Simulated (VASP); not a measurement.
A cell of ZrC (rock salt) near equilibrium:

```xyz
2
Lattice="0.0000 2.3567 2.3567 2.3567 0.0000 2.3567 2.3567 2.3567 0.0000" Properties=species:S:1:pos:R:3 pbc="T T T"
Zr     0.0000     0.0000     0.0000
C      2.3567     2.3567     2.3567
```

Level of theory: r2SCAN meta-GGA, VASP's PBE PAW potentials (set 64) (plane waves; VASP).

```csv
run,ΔE (meV/atom),σxx,σyy,σzz,"largest shear component, with its sign (GPa)",largest force (eV/Å)
as it is,0.0,-0.10,-0.10,-0.10,0.00,0.000
after one change,8.6,-0.19,1.21,-0.19,0.00,0.462
```
Stress is in GPa, positive when the cell is compressed.

Problem. Name the change that produced these shifts.
(A) isotropic strain of +0.5 %
(B) atom 2 (C) moved by -0.075 Å along y
(C) atom 2 (C) moved by -0.200 Å along x
(D) uniaxial strain of +3.0 % along x

Solution. B, atom 2 (C) moved by -0.075 Å along y

The compound is ZrC in the rock salt structure.
